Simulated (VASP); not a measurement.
Output of a VASP run:

File OSZICAR:
```
...
DAV:   2    -0.490975343225E+01   -0.10261E-02   -0.11020E-02   264   0.424E-01    0.310E-02
DAV:   3    -0.490974995099E+01    0.34813E-05   -0.13484E-04   312   0.468E-02    0.217E-02
DAV:   4    -0.490973941596E+01    0.10535E-04   -0.25517E-05   240   0.229E-02    0.122E-02
DAV:   5    -0.490973838940E+01    0.10266E-05   -0.11238E-05   152   0.138E-02
   3 F= -.49097384E+01 E0= -.49089526E+01  d E =-.210245E-02
       N       E                     dE             d eps       ncg     rms          rms(c)
DAV:   1    -0.490873854235E+01    0.10009E-02   -0.18853E+00   256   0.536E+00    0.122E-01
DAV:   2    -0.491284514161E+01   -0.41066E-02   -0.44233E-02   264   0.848E-01    0.613E-02
DAV:   3    -0.491283182197E+01    0.13320E-04   -0.53979E-04   312   0.938E-02    0.428E-02
DAV:   4    -0.491279126781E+01    0.40554E-04   -0.10137E-04   312   0.451E-02    0.240E-02
DAV:   5    -0.491278753096E+01    0.37369E-05   -0.39779E-05   232   0.251E-02
   4 F= -.49127875E+01 E0= -.49120279E+01  d E =-.515159E-02
       N       E                     dE             d eps       ncg     rms          rms(c)
DAV:   1    -0.490248419267E+01    0.10307E-01   -0.75343E+00   256   0.107E+01    0.246E-01
DAV:   2    -0.491898557488E+01   -0.16501E-01   -0.17781E-01   264   0.170E+00    0.123E-01
DAV:   3    -0.491893139517E+01    0.54180E-04   -0.21693E-03   312   0.188E-01    0.862E-02
DAV:   4    -0.491877002492E+01    0.16137E-03   -0.38530E-04   312   0.877E-02    0.494E-02
DAV:   5    -0.491875101815E+01    0.19007E-04   -0.15653E-04   304   0.498E-02    0.227E-02
DAV:   6    -0.491875515421E+01   -0.41361E-05   -0.24995E-05   248   0.224E-02
   5 F= -.49187552E+01 E0= -.49180267E+01  d E =-.111192E-01
       N       E                     dE             d eps       ncg     rms          rms(c)
DAV:   1    -0.486239299330E+01    0.56358E-01   -0.30079E+01   256   0.214E+01    0.506E-01
DAV:   2    -0.492996668543E+01   -0.67574E-01   -0.72842E-01   264   0.346E+00    0.246E-01
DAV:   3    -0.492969734876E+01    0.26934E-03   -0.88715E-03   312   0.383E-01    0.173E-01
DAV:   4    -0.492905869566E+01    0.63865E-03   -0.13726E-03   312   0.164E-01    0.104E-01
DAV:   5    -0.492894854310E+01    0.11015E-03   -0.50931E-04   320   0.905E-02    0.537E-02
DAV:   6    -0.492894070433E+01    0.78388E-05   -0.17682E-04   312   0.594E-02    0.182E-02
DAV:   7    -0.492895798619E+01   -0.17282E-04   -0.44270E-05   240   0.267E-02    0.805E-03
DAV:   8    -0.492896174434E+01   -0.37581E-05   -0.14295E-05   216   0.164E-02
   6 F= -.49289617E+01 E0= -.49282353E+01  d E =-.213258E-01
       N       E                     dE             d eps       ncg     rms          rms(c)
DAV:   1    -0.465391145605E+01    0.27505E+00   -0.11861E+02   256   0.423E+01    0.108E+00
DAV:   2    -0.494672761594E+01   -0.29282E+00   -0.31747E+00   264   0.727E+00    0.523E-01
DAV:   3    -0.494515966982E+01    0.15679E-02   -0.38416E-02   312   0.819E-01    0.379E-01
DAV:   4    -0.494233615234E+01    0.28235E-02   -0.53397E-03   312   0.320E-01    0.237E-01
DAV:   5    -0.494171595526E+01    0.62020E-03   -0.16131E-03   320   0.162E-01    0.139E-01
DAV:   6    -0.494145137542E+01    0.26458E-03   -0.12751E-03   304   0.157E-01    0.399E-02
DAV:   7    -0.494151930347E+01   -0.67928E-04   -0.32605E-04   288   0.726E-02    0.187E-02
DAV:   8    -0.494152760392E+01   -0.83005E-05   -0.50302E-05   304   0.315E-02
   7 F= -.49415276E+01 E0= -.49407682E+01  d E =-.338917E-01
```

**OUTCAR**
```
------------------------ aborting loop because EDIFF is reached ----------------------------------------
  FORCE on cell =-STRESS in cart. coord.  units (eV):
  Direction    XX          YY          ZZ          XY          YZ          ZX
  --------------------------------------------------------------------------------------
  Total        0.0045276      0.0045276     -0.2369042      0.0000000      0.0000000     -0.0000000
  in kB        0.0046165      0.0046165     -0.2415526      0.0000000      0.0000000     -0.0000000
  external PRESSURE =      -0.0774399 kB  Pullay stress =       0.0000000 kB
  volume of cell :     1571.35
      direct lattice vectors                 reciprocal lattice vectors
     8.491358120  0.000000000  0.000000000     0.117766791  0.067992680  0.000000000
    -4.245678568  7.353731895  0.000000000     0.000000000  0.135985376  0.000000000
     0.000000000  0.000000000 25.164411123     0.000000000  0.000000000  0.039738661
 POSITION                                       TOTAL-FORCE (eV/Angst)
 -----------------------------------------------------------------------------------
     -0.00000      4.90249      8.50053         0.000000      0.000000      0.028197
      0.00000      0.00000     10.09783        -0.000000      0.000000     -0.006322
      4.24568      2.45124     11.52189        -0.000000      0.000000     -0.010580
     -0.00000      4.90249     13.64252         0.000000     -0.000000      0.010580
     -0.00000      0.00000     15.06658        -0.000000      0.000000      0.006322
      4.24568      2.45124     16.66389        -0.000000     -0.000000     -0.028197
 -----------------------------------------------------------------------------------
    total drift:                               -0.000000      0.000000      0.000000
  FREE ENERGIE OF THE ION-ELECTRON SYSTEM (eV)
  ---------------------------------------------------
  free  energy   TOTEN  =        -4.9415276039 eV

  energy  without entropy=       -4.9392494855  energy(sigma->0) =       -4.94076823

 reached required accuracy - stopping structural energy minimisation
```
(Selected blocks of OUTCAR.)

### POSCAR
```
Cs(111) slab
1
    8.4913581198    -0.0000000000     0.0000000000
   -4.2456785677     7.3537318947     0.0000000000
   -0.0000000000     0.0000000000    25.1644111227
Cs
6
Direct
  0.3333330000   0.6666670000   0.3278030000
  0.0000000000   0.0000000000   0.3966820000
  0.6666670000   0.3333330000   0.4655610000
  0.3333330000   0.6666670000   0.5344390000
  0.0000000000   0.0000000000   0.6033180000
  0.6666670000   0.3333330000   0.6721970000
```

Reconstruct the remaining input files.

This is not unique; one that fits is the input of the run itself, PBEsol GGA, plane waves, VASP's PBE PAW potentials (set 64).

### KPOINTS
```
kpoints
0
Gamma
 4 4 1
0 0 0
```

**INCAR**
```
# general
SYSTEM  = Cs(111) slab
PREC    = Normal
ENCUT   = 400
LREAL   = .False.
LASPH   = .True.

# electronic loop
EDIFF   = 1E-5
NELM    = 100
NELMIN  = 4
ALGO    = Normal
LMAXMIX = 4

# smearing
ISMEAR  = 1
SIGMA   = 0.1

# functional
GGA     = PS

# ions
IBRION  = 2
NSW     = 50
ISIF    = 2
EDIFFG  = -0.03

# output
LWAVE   = .True.
LCHARG  = .False.

# other
LDIPOL  = .True.
IDIPOL  = 3
DIPOL   = 0.5 0.5 0.5
```

POTCAR, in this order: Cs_sv (PBE.64 set). Program: vasp_std.

The cell is a thin slab with vacuum, built from Cs (bcc): (111) face.
